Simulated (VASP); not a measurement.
Input for VASP

File KPOINTS:
```
Automatic mesh
0
Gamma
6 6 6
0 0 0
```

### POSCAR
```
CdF2
1
    0.0000000000     2.6950000000     2.6950000000
    2.6950000000     0.0000000000     2.6950000000
    2.6950000000     2.6950000000     0.0000000000
Cd F
1 2
Direct
  0.0000000000   0.0000000000   0.0000000000
  0.2500000000   0.2500000000   0.2500000000
  0.7500000000   0.7500000000   0.7500000000
```

INCAR:
```
SYSTEM = CdF2
PREC = Accurate
ENCUT = 520
EDIFF = 1E-6
NELM = 100
ALGO = Normal
LREAL = .FALSE.
LASPH = .TRUE.
ISMEAR = 0
SIGMA = 0.05
GGA = PE
LMAXMIX = 4
LWAVE = .FALSE.
LCHARG = .FALSE.
ISIF = 2
IBRION = 0
NSW = 3
TEBEG = 300
```

POTCAR, in this order: Cd F (PBE.64 set). Program: vasp_std.

Task: Does this input run properly? What does VASP do?

Result: There is a fault: molecular dynamics (IBRION = 0) was asked for without POTIM. VASP stops with an error: Fatal error! IBRION=0, but no entry for POTIM on file INCAR. MUST be specified! ----> I REFUSE TO CONTINUE WITH THIS SICK JOB ... BYE!!! <----

**standard output**
```
 POSCAR found type information on POSCAR CdF
 POSCAR found :  2 types and       3 ions
 Reading from existing POTCAR

 -----------------------------------------------------------------------------
|                                                                             |
|     EEEEEEE  RRRRRR   RRRRRR   OOOOOOO  RRRRRR      ###     ###     ###     |
|     E        R     R  R     R  O     O  R     R     ###     ###     ###     |
|     E        R     R  R     R  O     O  R     R     ###     ###     ###     |
|     EEEEE    RRRRRR   RRRRRR   O     O  RRRRRR       #       #       #      |
|     E        R   R    R   R    O     O  R   R                               |
|     E        R    R   R    R   O     O  R    R      ###     ###     ###     |
|     EEEEEEE  R     R  R     R  OOOOOOO  R     R     ###     ###     ###     |
|                                                                             |
|     Fatal error! IBRION=0, but no entry for POTIM on file INCAR. MUST       |
|     be specified!                                                           |
|                                                                             |
|       ---->  I REFUSE TO CONTINUE WITH THIS SICK JOB ... BYE!!! <----       |
|                                                                             |
 -----------------------------------------------------------------------------
```

To mend it, set POTIM to the time step in fs (1 to 2 fs suits most solids). The plain static run on this cell (PBE GGA, plane waves, VASP's PBE PAW potentials (set 64)) converges, and its OSZICAR ends with
```
   1 F= -.10861138E+02 E0= -.10861138E+02  d E =-.793620E-17
```

The compound is CdF2 in the fluorite structure. The cell was not relaxed at this level.
